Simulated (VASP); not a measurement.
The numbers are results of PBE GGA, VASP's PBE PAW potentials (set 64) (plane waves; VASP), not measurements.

The input files of a VASP run:

**POSCAR**
```
Ni3Fe
1
    3.5958910000     0.0000000000     0.0000000000
    0.0000000000     3.6495380000     0.0000000000
    0.0000000000     0.0000000000     3.5884310000
Fe Ni
1 3
Direct
  0.0000000000   0.0000000000   0.0000000000
  0.0000000000   0.5000000000   0.5000000000
  0.5000000000   0.0000000000   0.5000000000
  0.5249060000   0.5000000000   0.0000000000
```

**KPOINTS**
```
Automatic mesh
0
gamma
  8 8 8
0 0 0
```

### INCAR
```
! general
SYSTEM =Ni3Fe
PREC   =Accurate
ENCUT  =475   ! plane-wave cut-off (eV)
LREAL  =.FALSE.
LASPH  =.TRUE.   ! aspherical one-centre terms

! electronic loop
EDIFF  =1E-6   ! SCF stop (eV)
NELM   =100   ! most electronic steps
ALGO   =Normal
LMAXMIX=4

! smearing
ISMEAR =1
SIGMA  =0.1

! functional
GGA    =PE

! spin
ISPIN  =2
MAGMOM =3.0 0.7 0.7 0.7

! ions
ISIF   =2

! output
LWAVE  =.FALSE.
LCHARG =.FALSE.
LORBIT =10
```

POTCAR, in this order: Fe Ni (PBE.64 set). Program: vasp_std.

The resulting files:

File OUTCAR:
```
 ion  position               nearest neighbor table
   1  0.000  0.000  0.000-   4 2.50   4 2.50   3 2.54   3 2.54   3 2.54   3 2.54   2 2.56   2 2.56
                             2 2.56   2 2.56   4 2.63   4 2.63
   2  0.000  0.500  0.500-   4 2.48   4 2.48   1 2.56   1 2.56   1 2.56   1 2.56   3 2.56   3 2.56
                             3 2.56   3 2.56   4 2.60   4 2.60
   3  0.500  0.000  0.500-   1 2.54   1 2.54   1 2.54   1 2.54   4 2.56   4 2.56   4 2.56   4 2.56
                             2 2.56   2 2.56   2 2.56   2 2.56
   4  0.525  0.500  0.000-   2 2.48   2 2.48   1 2.50   1 2.50   3 2.56   3 2.56   3 2.56   3 2.56
                             2 2.60   2 2.60   1 2.63   1 2.63
  LATTYP: Found a simple orthorhombic cell.
 ALAT       =     3.5884310000
 B/A-ratio  =     1.0020789030
 C/A-ratio  =     1.0170288909
 Subroutine PRICEL returns:
 Original cell was already a primitive cell.
 Subroutine GETGRP returns: Found  4 space group operations
The static configuration has the point symmetry C_2v.
The dynamic configuration has the point symmetry C_2v.
The overall configuration has the point symmetry C_2v.
 Subroutine INISYM returns: Found  4 space group operations
 Subroutine IBZKPT returns following result:
 Found    125 irreducible k-points:

 Following reciprocal coordinates:
            Coordinates               Weight
  0.000000  0.000000  0.000000      1.000000
  0.125000  0.000000  0.000000      2.000000
  0.250000  0.000000  0.000000      2.000000
  0.375000  0.000000  0.000000      2.000000
  0.500000  0.000000  0.000000      1.000000
  0.000000  0.125000  0.000000      2.000000
  0.125000  0.125000  0.000000      4.000000
  0.250000  0.125000  0.000000      4.000000
  0.375000  0.125000  0.000000      4.000000
  0.500000  0.125000  0.000000      2.000000
  0.000000  0.250000  0.000000      2.000000
  0.125000  0.250000  0.000000      4.000000
  0.250000  0.250000  0.000000      4.000000
  0.375000  0.250000  0.000000      4.000000
  0.500000  0.250000  0.000000      2.000000
...
```

File OSZICAR:
```
       N       E                     dE             d eps       ncg     rms          rms(c)
DAV:   1     0.233419727891E+03    0.23342E+03   -0.16254E+04 13360   0.189E+03
DAV:   2    -0.155393331547E+02   -0.24896E+03   -0.23980E+03 13020   0.349E+02
DAV:   3    -0.288866634336E+02   -0.13347E+02   -0.12626E+02 13466   0.111E+02
DAV:   4    -0.290687733308E+02   -0.18211E+00   -0.18154E+00 14134   0.136E+01
DAV:   5    -0.290737269640E+02   -0.49536E-02   -0.49532E-02 18042   0.179E+00    0.197E+01
DAV:   6    -0.268153076002E+02    0.22584E+01   -0.41239E+01 13814   0.103E+02    0.251E+01
DAV:   7    -0.300059908824E+02   -0.31907E+01   -0.25671E+01 15398   0.126E+02    0.282E+01
DAV:   8    -0.247101781837E+02    0.52958E+01   -0.16982E+01 16180   0.552E+01    0.678E+00
DAV:   9    -0.250082958164E+02   -0.29812E+00   -0.11829E+00 17964   0.255E+01    0.597E+00
DAV:  10    -0.249188179268E+02    0.89478E-01   -0.47302E-01 15122   0.239E+01    0.322E+00
DAV:  11    -0.248815508553E+02    0.37267E-01   -0.17642E-01 18668   0.114E+01    0.144E+00
DAV:  12    -0.248842577948E+02   -0.27069E-02   -0.45428E-02 18214   0.273E+00    0.124E+00
DAV:  13    -0.248870338640E+02   -0.27761E-02   -0.11124E-02 15272   0.336E+00    0.970E-01
DAV:  14    -0.248858381828E+02    0.11957E-02   -0.60741E-03 16294   0.259E+00    0.307E-01
DAV:  15    -0.248860421139E+02   -0.20393E-03   -0.21236E-03 18016   0.738E-01    0.759E-02
DAV:  16    -0.248860777117E+02   -0.35598E-04   -0.20498E-04 14474   0.175E-01    0.738E-02
DAV:  17    -0.248860678193E+02    0.98924E-05   -0.40672E-05 16408   0.159E-01    0.214E-02
DAV:  18    -0.248860676904E+02    0.12889E-06   -0.71957E-06 13568   0.542E-02
   1 F= -.24886068E+02 E0= -.24885400E+02  d E =-.200229E-02  mag=     4.9606
```

File OUTCAR:
```
------------------------ aborting loop because EDIFF is reached ----------------------------------------
  FORCE on cell =-STRESS in cart. coord.  units (eV):
  Direction    XX          YY          ZZ          XY          YZ          ZX
  --------------------------------------------------------------------------------------
  Total       -2.4685866     -2.9785062     -2.4100739      0.0000000      0.0000000      0.0000000
  in kB      -83.9865892   -101.3351436    -81.9958618      0.0000000      0.0000000      0.0000000
  external PRESSURE =     -89.1058649 kB  Pullay stress =       0.0000000 kB
  volume of cell :       47.09
      direct lattice vectors                 reciprocal lattice vectors
     3.595891000  0.000000000  0.000000000     0.278095193  0.000000000  0.000000000
     0.000000000  3.649538000  0.000000000     0.000000000  0.274007285  0.000000000
     0.000000000  0.000000000  3.588431000     0.000000000  0.000000000  0.278673325
 POSITION                                       TOTAL-FORCE (eV/Angst)
 -----------------------------------------------------------------------------------
      0.00000      0.00000      0.00000         0.214186      0.000000      0.000000
      0.00000      1.82477      1.79422         0.320155      0.000000      0.000000
      1.79795      0.00000      1.79422         0.046210      0.000000      0.000000
      1.88750      1.82477      0.00000        -0.580551      0.000000      0.000000
 -----------------------------------------------------------------------------------
    total drift:                               -0.000533      0.000000      0.000005
  FREE ENERGIE OF THE ION-ELECTRON SYSTEM (eV)
  ---------------------------------------------------
  free  energy   TOTEN  =       -24.8860676904 eV

  energy  without entropy=      -24.8840654026  energy(sigma->0) =      -24.88540026

 total charge

# of ion       s       p       d       tot
------------------------------------------
    1        0.455   0.460   6.070   6.985
    2        0.482   0.463   8.300   9.246
    3        0.482   0.463   8.298   9.243
    4        0.483   0.464   8.301   9.248
--------------------------------------------------
tot          1.902   1.850  30.970  34.722

 magnetization (x)

# of ion       s       p       d       tot
------------------------------------------
    1        0.014  -0.000   2.969   2.983
    2       -0.015  -0.043   0.731   0.673
    3       -0.015  -0.042   0.741   0.684
    4       -0.015  -0.043   0.732   0.674
--------------------------------------------------
tot         -0.031  -0.128   5.173   5.014
```
(Selected blocks of OUTCAR.)

The compound is Ni3Fe in the L1_2 structure. The cell was not relaxed at this level, atoms are displaced from their ideal sites. The run is one of a series of settings (ENCUT = 475 against the base run), some of them coarse on purpose.
